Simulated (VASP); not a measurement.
Input of a VASP 6.6.1 run:

File INCAR:

```
PREC = Accurate ; ENCUT = 520
EDIFF = 1E-6 ; ISMEAR = -1
SIGMA = 0.05 ; LREAL = Auto
LASPH = True ; NELM = 100
ALGO = Normal ; ISIF = 2
LWAVE = False ; LCHARG = True
GGA = PS ; LELF = True
LVHAR = True ; NBANDS = 40
```

File KPOINTS:

```
Automatic mesh
0
Gamma
  4 3 1
```

Contents of POSCAR:

```
Be18Ga
1.0
    4.5800000000      0.0000000000      0.0000000000
    3.4350000000      5.9495950000      0.0000000000
    0.0000000000      0.0000000000     15.5884300000
Be Ga
18 1
Direct
    0.0000000000      0.0000000000      0.0641501000
    0.5000000000      0.0000000000      0.0641501000
    0.0000000000      0.3333333000      0.0641501000
    0.5000000000      0.3333333000      0.0641501000
    0.0000000000      0.6666667000      0.0641501000
    0.5000000000      0.6666667000      0.0641501000
   -0.1706961162      0.2284050679      0.1818836182
    0.3344569002      0.2207780885      0.1831592999
   -0.1636841192      0.5551417491      0.1810431729
    0.3295427884      0.5577695313      0.1796707045
   -0.1699571658      0.8878617922      0.1812632893
    0.3359728858      0.8914920799      0.1807586588
   -0.0047621009      0.0027274654      0.2947953615
    0.4998326867     -0.0022874319      0.3016564071
    0.0001277320      0.3322029629      0.3005545950
    0.4952983216      0.3363343641      0.3009734844
   -0.0032115187      0.6657358992      0.2960535584
    0.5026360752      0.6643549178      0.2951300617
    0.1711697409      0.7839858453      0.4347927920
```

Potentials or basis: VASP PAW PBE potentials, release 64 (Be, Ga_d).

Launch:

```sh
$ cat potpaw_PBE.64/Be/POTCAR potpaw_PBE.64/Ga_d/POTCAR > POTCAR
$ mpirun -np 1 vasp_std > vasp.out
```

**Question.** Estimate the largest force.

**Answer.** 0.162 eV/Å.

**Question.** What does it give for the band gap on the k mesh?

**Answer.** None (metal or under the smearing width).

Forces in eV/Å, atoms in the order of the input:
```
Be  -0.070  0.028 -0.047
Be   0.086 -0.015 -0.015
Be   0.047  0.004  0.073
Be  -0.048 -0.074 -0.005
Be  -0.135  0.073 -0.050
Be   0.119 -0.015 -0.026
Be  -0.002 -0.012  0.005
Be   0.000  0.017  0.002
Be  -0.011 -0.002 -0.002
Be   0.016 -0.008  0.006
Be   0.013  0.013 -0.005
Be  -0.007 -0.009  0.006
Be   0.001  0.004  0.022
Be  -0.002  0.008  0.001
Be  -0.002  0.002  0.012
Be  -0.001 -0.011  0.009
Be  -0.004 -0.001  0.000
Be  -0.002 -0.001  0.026
Ga   0.003  0.001 -0.013
```

Caveat: the k mesh is coarse (spacing up to 0.40 Å⁻¹), so the values aren't converged; the PAW data sets were made with another functional, which shifts forces and pressure a little.
